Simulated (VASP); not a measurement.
```xyz
3
Lattice="1.5384 -2.6647 0.0000 1.5384 2.6647 0.0000 0.0000 0.0000 3.4783" Properties=species:S:1:pos:R:3 pbc="T T T"
Mg     0.0000     0.0000     3.4783
B      1.5384     0.8882     1.7392
B      1.5384    -0.8882     1.7392
```

These are rev-vdW-DF2, VASP's PBE PAW potentials (set 64) (plane waves; VASP) values and carry that method's errors. Numerical set-up: 520 eV cut-off, 13×13×10 Γ-centred mesh, tetrahedra with Blöchl corrections, potentials Mg B.

Question: What does the run give for the energy per atom (σ→0), band gap (on the k-mesh) with the smallest direct gap where there is one?

Answer: 
```
Quantity                                                     Value
------------------------  ----------------------------------------
band gap (on the k-mesh)  none (metal, semimetal or under 0.01 eV)
energy per atom (σ→0)                               -4.363 eV/atom
```

Total energies compare only between runs with the same potentials, cut-off and functional.

The compound is MgB2 in the AlB2 type structure. It was relaxed first.
